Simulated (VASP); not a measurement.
Pt3Ti (L1_2): the lattice constant a from VASP (plane waves, PAW) at several levels of theory. Static lattice. The measured value holds thermal and zero-point effects that the static calculation lacks.

```csv
level,lattice constant a (Å),error against measurement
LDA,3.877,-1.0 %
PBE,3.947,+0.8 %
PBEsol,3.899,-0.4 %
r2SCAN,3.925,+0.2 %
```

Measured: 3.916 Å (as given by Molecular Dynamics Simulations of PtTi High-Temperature Shape Memory Alloys Based on a Modified Embedded-Atom Method …).

The cell of the LDA run:

```yaml
crystal:
  lattice:
    - [3.87711, 0.00000, 0.00000]
    - [0.00000, 3.87711, 0.00000]
    - [0.00000, 0.00000, 3.87711]
  atoms:
    - { symbol: Ti, position: [0.00000, 0.00000, 0.00000] }
    - { symbol: Pt, position: [0.00000, 0.50000, 0.50000] }
    - { symbol: Pt, position: [0.50000, 0.00000, 0.50000] }
    - { symbol: Pt, position: [0.50000, 0.50000, 0.00000] }
```

Only levels that ran to the end are used. Left out are those held back, those with too coarse a band path, GW runs whose mesh misses a band edge, hybrids' fits of cells that aren't cubic and levels without matching references; a question may draw on a part of the rest.

The compound is Pt3Ti in the L1_2 structure.
